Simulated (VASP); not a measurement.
## Ag (fcc): computed properties

Level of theory: LDA (Ceperley-Alder, Perdew-Zunger), VASP's LDA PAW potentials (set 64) (plane waves; VASP).

```
Quantity                                                                                               Result
----------------------------------  -------------------------------------------------------------------------
space group                                                                                       Fm-3m (225)
cell                                a = 3.998 Å, b = 3.998 Å, c = 3.998 Å, α = 90.00°, β = 90.00°, γ = 90.00°
volume per atom                                                                                 15.98 Å³/atom
band gap (over mesh and band path)                                   none (metal, semimetal or under 0.01 eV)
band gap with spin-orbit coupling                                                             none (metallic)
density                                                                                           11.21 g/cm³
```

```yaml
crystal:
  lattice:
    - [0.00000, 1.99919, 1.99919]
    - [1.99919, 0.00000, 1.99919]
    - [1.99919, 1.99919, 0.00000]
  atoms:
    - { symbol: Ag, position: [0.00000, 0.00000, 0.00000] }
```

Measured: a 4.062 Å at 0 K (computed value off by -1.6 %), as given by Daniel Mejia-Rodriguez et al., Physical Review B (2018), arXiv:1807.09216 [static lattice: zero-point anharmonic expansion removed].

The compound is Ag in the fcc structure. It was relaxed first, which changed the volume by -7 %. Symmetry was kept, so distortions that lower it aren't found.
